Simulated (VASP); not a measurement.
Consider the following.

```
BaTe
1.0
    0.00000     3.54116     3.54116
    3.54116     0.00000     3.54116
    3.54116     3.54116     0.00000
Ba Te
1 1
Direct
  0.00000   0.00000   0.00000
  0.50000   0.50000   0.50000
```

Method: TPSS meta-GGA, VASP's PBE PAW potentials (set 64) (plane waves; VASP 6.6.1). Settings: 520 eV cut-off, 6×6×6 Γ-centred mesh, Gaussian smearing of 0.050 eV, potentials Ba_sv Te.

Unless said otherwise, spin-orbit coupling is left out, though it shifts the bands of the heavy elements here.

Problem. Predict the energy per atom (σ→0), band gap (on the k-mesh) with the smallest direct gap where there is one.

Solution. 
| Property | Result |
|---|---|
| band gap (on the k-mesh) | 1.66 eV |
| smallest direct gap (on the k-mesh) | 2.05 eV |
| energy per atom (σ→0) | -12.206 eV/atom |

The absolute energy has meaning only against runs of the same code, potentials and settings.

The compound is BaTe in the rock salt structure. It was relaxed first. The start is the result of an earlier pass.
